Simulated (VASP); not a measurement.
Computed with PBE GGA with D4 dispersion, VASP's PBE PAW potentials (set 64) (plane waves; VASP).

A VASP calculation is set up with these files.

**INCAR**
```
SYSTEM=SrCl2
PREC=Accurate; ENCUT=520; LREAL=.False.
LASPH=.True.; ICHARG=11
EDIFF=1E-7; NELM=100; ALGO=Normal
LMAXMIX=4
ISMEAR=0; SIGMA=0.05
GGA=PE; IVDW=13
LWAVE=.False.; LCHARG=.False.; LORBIT=11
```

File KPOINTS:
```
k-points along high-symmetry lines
15
Line-mode
Reciprocal
  0.000000   0.000000   0.000000 ! GAMMA
  0.500000   0.000000   0.500000 ! X

  0.500000   0.000000   0.500000 ! X
  0.625000   0.250000   0.625000 ! U

  0.375000   0.375000   0.750000 ! K
  0.000000   0.000000   0.000000 ! GAMMA

  0.000000   0.000000   0.000000 ! GAMMA
  0.500000   0.500000   0.500000 ! L

  0.500000   0.500000   0.500000 ! L
  0.500000   0.250000   0.750000 ! W

  0.500000   0.250000   0.750000 ! W
  0.500000   0.000000   0.500000 ! X
```

**POSCAR**
```
SrCl2
1
    0.0000000000     3.4900000000     3.4900000000
    3.4900000000     0.0000000000     3.4900000000
    3.4900000000     3.4900000000     0.0000000000
Sr Cl
1 2
Direct
  0.0000000000   0.0000000000   0.0000000000
  0.2500000000   0.2500000000   0.2500000000
  0.7500000000   0.7500000000   0.7500000000
```

POTCAR, in this order: Sr_sv Cl (PBE.64 set). Program: vasp_std. Read from the step before: CHGCAR.

The run wrote:

**OUTCAR**
```
 ion  position               nearest neighbor table
   1  0.000  0.000  0.000-   3 3.02   3 3.02   3 3.02   2 3.02   3 3.02   2 3.02   2 3.02   2 3.02
  LATTYP: Found a face centered cubic cell.
 ALAT       =     6.9800000000
 Subroutine PRICEL returns:
 Original cell was already a primitive cell.
 Subroutine GETGRP returns: Found 48 space group operations
The static configuration has the point symmetry O_h .
The dynamic configuration has the point symmetry O_h .
 Subroutine INISYM returns: Found 48 space group operations
   k-points           NKPTS =     90   k-points in BZ     NKDIM =     90   number of bands    NBANDS=     16
   number of dos      NEDOS =    301   number of ions     NIONS =      3
   total plane-waves  NPLWV =  64000
   dimension x,y,z NGX =    40 NGY =   40 NGZ =   40
   dimension x,y,z NGXF=    80 NGYF=   80 NGZF=   80
   ions per type =               1   2
   PREC   = accura    normal or accurate (medium, high low for compatibility)
   ISTART =      0    job   : 0-new  1-cont  2-samecut
   ICHARG =     11    charge: 1-file 2-atom 10-const
   ISPIN  =      1    spin polarized calculation?
   LNONCOLLINEAR =      F non collinear calculations
   LSORBIT =      F    spin-orbit coupling
   INIWAV =      1    electr: 0-lowe 1-rand  2-diag
   ENCUT  =  520.0 eV  38.22 Ry    6.18 a.u.   9.18  9.18  9.18*2*pi/ulx,y,z
   NELM   =    100;   NELMIN=  2; NELMDL= -5     # of ELM steps
   EDIFF  = 0.1E-06   stopping-criterion for ELM
   LREAL  =      F    real-space projection
   NLSPLINE    = F    spline interpolate recip. space projectors
   LMAXMIX     =    4 max onsite mixed and CHGCAR
   VOSKOWN=      0    Vosko Wilk Nusair interpolation
   EDIFFG = 0.1E-05   stopping-criterion for IOM
   NSW    =      0    number of steps for IOM
   NBLOCK =      1;   KBLOCK =      1    inner block; outer block
   IBRION =     -1    ionic relax: 0-MD 1-quasi-New 2-CG
   NFREE  =      0    steps in history (QN), initial steepest desc. (CG)
   ISIF   =      2    stress and relaxation
   ISYM   =      2    0-nonsym 1-usesym 2-fastsym
   TEIN   =    0.0    initial temperature
   TEBEG  =    0.0;   TEEND  =   0.0 temperature during run
   SMASS  =  -3.00    Nose mass-parameter (am)
   PSTRESS=    0.0 pullay stress
   NELECT =      24.0000    total number of electrons
   EFERMI =   0.00;   METHOD = LEGACY
   ISMEAR =     0;   SIGMA  =   0.05  broadening in eV -4-tet -1-fermi 0-gaus
   IALGO  =     38    algorithm
   LDIAG  =      T    sub-space diagonalisation (order eigenvalues)
   IMIX   =      4    mixing-type and parameters
     AMIX     =   0.40;   BMIX     =  1.00
     AMIX_MAG =   1.60;   BMIX_MAG =  1.00
     AMIN     =   0.10
   GGA     = PE    functional components
   VOSKOWN =     0    Vosko Wilk Nusair interpolation
   LHFCALC =     F    Hartree Fock is set to
   LHFONE  =     F    Hartree Fock one center treatment
   AEXX    =    0.0000 exact exchange contribution
   IVDW    =    13    specifies the selected vdW correction
   LEPSILON=     F    determine dielectric tensor
   LRPA    =     F    only Hartree local field effects (RPA)
  energy-cutoff  :      520.00
  volume of cell :       85.02
      direct lattice vectors                 reciprocal lattice vectors
     0.000000000  3.490000000  3.490000000    -0.143266476  0.143266476  0.143266476
     3.490000000  0.000000000  3.490000000     0.143266476 -0.143266476  0.143266476
     3.490000000  3.490000000  0.000000000     0.143266476  0.143266476 -0.143266476
 k-point     1 :   0.0000 0.0000 0.0000  plane waves:    2277
 k-point     2 :   0.0357 0.0000 0.0357  plane waves:    2261
 k-point     3 :   0.0714 0.0000 0.0714  plane waves:    2269
 k-point     4 :   0.1071 0.0000 0.1071  plane waves:    2281
 k-point     5 :   0.1429 0.0000 0.1429  plane waves:    2273
 k-point     6 :   0.1786 0.0000 0.1786  plane waves:    2273
 k-point     7 :   0.2143 0.0000 0.2143  plane waves:    2277
 k-point     8 :   0.2500 0.0000 0.2500  plane waves:    2293
 k-point     9 :   0.2857 0.0000 0.2857  plane waves:    2285
 k-point    10 :   0.3214 0.0000 0.3214  plane waves:    2289
 k-point    11 :   0.3571 0.0000 0.3571  plane waves:    2293
...
```

OSZICAR:
```
       N       E                     dE             d eps       ncg     rms          rms(c)
DAV:   1     0.146812844127E+03    0.14681E+03   -0.11625E+04  2880   0.134E+03
DAV:   2    -0.350913113455E+01   -0.15032E+03   -0.14719E+03  3880   0.247E+02
DAV:   3    -0.122453571505E+02   -0.87362E+01   -0.87286E+01  4056   0.632E+01
DAV:   4    -0.125327997217E+02   -0.28744E+00   -0.28738E+00  4976   0.912E+00
DAV:   5    -0.125358166802E+02   -0.30170E-02   -0.30169E-02  4120   0.802E-01
DAV:   6    -0.125358668169E+02   -0.50137E-04   -0.50136E-04  4400   0.100E-01
DAV:   7    -0.125358684771E+02   -0.16601E-05   -0.16601E-05  4416   0.152E-02
DAV:   8    -0.125358685128E+02   -0.35681E-07   -0.35696E-07  4304   0.249E-03
   1 F= -.13116340E+02 E0= -.13116340E+02  d E =-.565833E-12
```

### OUTCAR
```
 val. band max:        0.1433224861   @ k =   0.5000   0.0000   0.5000

 cond. band min:       5.4759677737   @ k =   0.0000   0.0000   0.0000



 k-point     1 :       0.0000    0.0000    0.0000
  band No.  band energies     occupation
      1     -32.7483      2.00000
      2     -14.7393      2.00000
      3     -14.7393      2.00000
      4     -14.7393      2.00000
      5     -13.1576      2.00000
      6     -12.3105      2.00000
      7      -1.9776      2.00000
      8      -1.9776      2.00000
      9      -1.9776      2.00000
     10      -0.1934      2.00000
     11      -0.1934      2.00000
     12      -0.1934      2.00000
     13       5.4760      0.00000
     14       6.2407      0.00000
     15       6.2407      0.00000
     16       9.1773      0.00000

 k-point     2 :       0.0357    0.0000    0.0357
  band No.  band energies     occupation
      1     -32.7482      2.00000
      2     -14.7452      2.00000
      3     -14.7397      2.00000
      4     -14.7397      2.00000
      5     -13.1469      2.00000
      6     -12.3145      2.00000
      7      -1.9756      2.00000
      8      -1.9756      2.00000
      9      -1.9563      2.00000
     10      -0.2368      2.00000
     11      -0.1924      2.00000
     12      -0.1924      2.00000
     13       5.5164      0.00000
     14       6.2527      0.00000
     15       6.2577      0.00000
     16       9.0531      0.00000

 k-point     3 :       0.0714    0.0000    0.0714
  band No.  band energies     occupation
      1     -32.7480      2.00000
      2     -14.7624      2.00000
      3     -14.7409      2.00000
      4     -14.7409      2.00000
      5     -13.1158      2.00000
      6     -12.3265      2.00000
      7      -1.9695      2.00000
      8      -1.9695      2.00000
      9      -1.8932      2.00000
     10      -0.3611      2.00000
     11      -0.1898      2.00000
     12      -0.1898      2.00000
     13       5.6299      0.00000
     14       6.2884      0.00000
...
```

The density is held fixed in this step, so its total energy and stress have no physical meaning.

The compound is SrCl2 in the fluorite structure. The cell was not relaxed at this level.
